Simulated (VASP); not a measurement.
The system is HfZr2Se4.

```
Zr Hf Se
1.0
     2.22880    1.28680   10.36159
    -2.22880    1.28680   10.36159
     0.00000   -2.57359   10.36159
Zr Hf Se
2 1 4
Direct
  0.21370 0.21370 0.21370
  0.78630 0.78630 0.78630
  0.00000 0.00000 0.00000
  0.29286 0.29286 0.29286
  0.70714 0.70714 0.70714
  0.13017 0.13017 0.13017
  0.86983 0.86983 0.86983
```

The cell was built by a generator and needn't be a form met in nature.

```yaml
Program: VASP 6.6.1
Task: relaxation of cell and atoms
Functional: PBE
Potentials_or_basis: VASP PAW PBE potentials, release 64 (Zr_sv, Hf_pv, Se)
Cutoff: 520 eV
k_mesh: 4 × 4 × 4
Occupations: gaussian, width 0.15 eV
Spin: no spin polarisation
```

At the start: pressure 5.1 GPa; volume 25.47 Å³/atom.

Problem. How do energy, volume and symmetry change on relaxing?

Solution. Over 21 steps the energy falls by 295.2 meV/atom and the volume is 25.36 Å³/atom (-0.4 %); space group R-3m (No. 166, to 0.05 Å).

The path:
```
step  energy change (eV)  largest force (eV/Å)  pressure (GPa)  volume (Å³)
   1              0.0000                2.5219            5.14       178.30
   2             -0.8854                1.0138           -3.71       199.20
   3             -1.0596                1.0716           -2.08       191.60
   4             -1.2974                1.0706            0.42       184.59
   5             -1.4097                0.9984            3.91       176.64
   6             -1.5186                0.9128            3.71       176.42
   7             -1.7858                0.7793            3.17       175.75
   8             -1.9395                0.9724            2.44       174.33
   9             -1.9624                0.8432            2.58       174.75
  10             -2.0310                0.4388            0.67       178.02
  11             -2.0441                0.1870           -0.80       180.84
  12             -2.0447                0.2023           -0.76       180.47
  13             -2.0445                0.2194           -0.55       180.04
  14             -2.0447                0.2103           -0.46       180.26
  15             -2.0512                0.1952           -0.49       179.69
  16             -2.0577                0.1992            0.22       177.97
  17             -2.0581                0.1819            0.18       178.22
  18             -2.0624                0.1500           -0.04       178.09
  19             -2.0660                0.0950           -0.11       177.81
  20             -2.0660                0.0931           -0.07       177.79
  21             -2.0666                0.0396            0.05       177.53
```

Final structure:
```
Zr Hf Se
1.0
     2.18087    1.25913   10.77480
    -2.18087    1.25913   10.77480
     0.00000   -2.51826   10.77480
Zr Hf Se
2 1 4
Direct
  0.20058 0.20058 0.20058
  0.79942 0.79942 0.79942
  0.00000 0.00000 0.00000
  0.29284 0.29284 0.29284
  0.70716 0.70716 0.70716
  0.11694 0.11694 0.11694
  0.88306 0.88306 0.88306
```

Caveat: the k mesh is coarse (spacing up to 0.41 Å⁻¹), so the values aren't converged.
